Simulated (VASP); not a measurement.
Wanted: the native input for a VASP 6.6.1 run.

```
Task                   : relaxation of cell and atoms
Functional             : LDA
Potentials or basis    : VASP PAW LDA potentials, release 64 (Pt, S)
Cutoff                 : 600 eV
k mesh                 : 9 × 9 × 5
Occupations            : gaussian, width 0.03 eV
Spin                   : no spin polarisation
Further INCAR settings : ALGO = Normal; EDIFF = 1e-07; IBRION = 2; EDIFFG = -0.005; NSW = 90; ISIF = 3
```

The structure of PtS2 lies in POSCAR:

```
PtS2                                    
1.0
    3.5602779488      0.0000000000     -0.0000000000
   -1.7801389744      3.0832911482     -0.0000000000
    0.0000000000      0.0000000000      4.5496384981
  Pt              S             
     1     2
Direct
     0.0000000000000000    0.0000000000000000    0.0000000000000000
     0.3333333332999970    0.6666666667000030    0.2612311622761728
     0.6666666667000030    0.3333333332999970    0.7387688377238270
```

These files were run (other wordings do the same):

INCAR

```
SYSTEM = PtS2
PREC = Accurate
ENCUT = 600
EDIFF = 1E-7
ISMEAR = 0
SIGMA = 0.03
LREAL = .False.
LASPH = .True.
NELM = 80
ALGO = Normal
ISIF = 3
LWAVE = .False.
LCHARG = .False.
GGA = CA
IBRION = 2
NSW = 90
EDIFFG = -0.005
KPAR = 2
```

KPOINTS

```
regular mesh
0
Gamma
  9 9 5
  0 0 0
```

Potentials or basis: VASP PAW LDA potentials, release 64 (Pt, S).

The run is started by

```sh
$ cat potpaw_LDA.64/Pt/POTCAR potpaw_LDA.64/S/POTCAR > POTCAR
$ mpirun -np 2 vasp_std > vasp.out
```

It gave:

| Item | Value |
| --- | --- |
| Energy gained by relaxing | 0.0 meV/atom |
| Ionic steps | 4 |
| Pressure after relaxing | 0.0 GPa |
| Band gap on the k mesh | none (metal or under the smearing width) |

Run time: 17 s on 2 MPI ranks on Intel(R) Xeon(R) 6975P-C (Granite Rapids), on a shared host, peak memory 0.17 GiB a rank.
